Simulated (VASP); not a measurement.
OSZICAR of a VASP run on SiC (wurtzite):

### OSZICAR
```
       N       E                     dE             d eps       ncg     rms          rms(c)
DAV:   1     0.413361800232E+02    0.41336E+02   -0.83648E+03   720   0.138E+03
DAV:   2    -0.322994243543E+02   -0.73636E+02   -0.66708E+02  1004   0.203E+02
DAV:   3    -0.355820677020E+02   -0.32826E+01   -0.32687E+01   944   0.433E+01
DAV:   4    -0.356182971940E+02   -0.36229E-01   -0.36199E-01   908   0.528E+00
DAV:   5    -0.356189209229E+02   -0.62373E-03   -0.62352E-03   916   0.657E-01    0.130E+01
DAV:   6    -0.319566290000E+02    0.36623E+01   -0.10165E+01   872   0.205E+01    0.595E+00
DAV:   7    -0.318015013812E+02    0.15513E+00   -0.96808E-01   920   0.659E+00    0.248E+00
DAV:   8    -0.317736722290E+02    0.27829E-01   -0.53832E-02   868   0.169E+00    0.507E-01
DAV:   9    -0.317716012888E+02    0.20709E-02   -0.58461E-03   880   0.566E-01    0.129E-01
DAV:  10    -0.317716982203E+02   -0.96931E-04   -0.39402E-04   872   0.151E-01    0.495E-02
DAV:  11    -0.317716980137E+02    0.20661E-06   -0.32491E-05   900   0.486E-02    0.109E-02
DAV:  12    -0.317716982650E+02   -0.25133E-06   -0.20615E-06   688   0.105E-02
   1 F= -.26814100E+02 E0= -.26814100E+02  d E =-.268141E+02
       N       E                     dE             d eps       ncg     rms          rms(c)
DAV:   1    -0.313686923571E+02    0.40301E+00   -0.37704E+00   804   0.184E+01    0.251E+00
DAV:   2    -0.312950859088E+02    0.73606E-01   -0.15369E-01   884   0.312E+00    0.125E+00
DAV:   3    -0.312768278711E+02    0.18258E-01   -0.38358E-02   828   0.140E+00    0.223E-01
DAV:   4    -0.312750845609E+02    0.17433E-02   -0.32257E-03   880   0.404E-01    0.969E-02
DAV:   5    -0.312748657270E+02    0.21883E-03   -0.22070E-04   844   0.112E-01    0.933E-02
DAV:   6    -0.312748543342E+02    0.11393E-04   -0.13128E-05   896   0.313E-02    0.331E-02
DAV:   7    -0.312748505920E+02    0.37422E-05   -0.86854E-06   860   0.192E-02    0.589E-03
DAV:   8    -0.312748503998E+02    0.19220E-06   -0.13711E-07   448   0.342E-03
   2 F= -.26749025E+02 E0= -.26749025E+02  d E =0.650755E-01
       N       E                     dE             d eps       ncg     rms          rms(c)
DAV:   1    -0.316783745690E+02   -0.40352E+00   -0.13266E+00   796   0.106E+01    0.149E+00
DAV:   2    -0.316513031901E+02    0.27071E-01   -0.47515E-02   872   0.177E+00    0.752E-01
DAV:   3    -0.316445533190E+02    0.67499E-02   -0.15774E-02   832   0.874E-01    0.136E-01
DAV:   4    -0.316438967130E+02    0.65661E-03   -0.17944E-03   872   0.290E-01    0.562E-02
DAV:   5    -0.316438032802E+02    0.93433E-04   -0.17096E-04   844   0.938E-02    0.528E-02
DAV:   6    -0.316437889561E+02    0.14324E-04   -0.95420E-06   868   0.251E-02    0.196E-02
DAV:   7    -0.316437890251E+02   -0.68984E-07   -0.42059E-06   800   0.132E-02
   3 F= -.26859306E+02 E0= -.26859306E+02  d E =-.452054E-01
```

### Question
Which electronic solver shows in the log?

### Answer
It is blocked Davidson (ALGO = Normal, or the opening steps of other solvers). The INCAR had ALGO = Normal.

### Question
Can the final energy be trusted as converged?

### Answer
The run converged. It stopped with EDIFF = 1E-6, NELM = 100, NSW = 40 and EDIFFG = -0.02 after 3 ionic steps (PBEsol GGA, plane waves, VASP's PBE PAW potentials (set 64)). Energy and stress use the plane-wave basis of the starting cell.

The compound is SiC in the wurtzite structure, the rare 2H polytype. This run relaxes it under an external pressure of 20 GPa. Symmetry was kept, so distortions that lower it aren't found.
